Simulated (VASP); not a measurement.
Given:

```
W
1.0
   -1.58638     1.58638     1.58638
    1.58638    -1.58638     1.58638
    1.58638     1.58638    -1.58638
W
1
Direct
  0.00000   0.00000   0.00000
```

Computed with rev-vdW-DF2, VASP's PBE PAW potentials (set 64) (plane waves; VASP). Run with 520 eV cut-off, Gaussian smearing of 0.050 eV, potentials W_sv.

Unless said otherwise, spin-orbit coupling is left out, though it shifts the bands of the heavy elements here.

### Question
Predict the band gap (along the path) with the smallest direct gap where there is one.

### Answer

- band gap (along the path) = none (metal, semimetal or under 0.01 eV)

The absolute energy has meaning only against runs of the same code, potentials and settings.

The compound is W in the bcc structure. It was relaxed first.
